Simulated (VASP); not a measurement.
Energy against volume of Mg$_{3}$Sb$_{2}$ (a-la2o3). All values below come from r2SCAN meta-GGA, VASP's PBE PAW potentials (set 64) (plane waves; VASP). Settings: 520 eV cut-off, 6×6×3 Γ-centred mesh, Gaussian smearing of 0.050 eV, potentials Mg Sb.

Shape and ions are relaxed at each volume.

```tsv
V (Å³/atom)	E (eV/atom)
25.389	-13.24455
26.175	-13.24819
26.960	-13.24503
27.745	-13.23603
```

Fit these four points and predict the energy of the run at 24.604 Å³/atom.

A cubic in V^(−2/3), the third-order Birch-Murnaghan form, passes through the four points with V0 = 26.18 Å³/atom and B0 = 46 GPa, and gives -13.2330 eV/atom there. The run gave -13.2329 eV/atom, +0.1 meV/atom from the fit; all five points give B0 = 46 GPa.

The compound is Mg3Sb2 in the a-la2o3 structure. It was relaxed first.
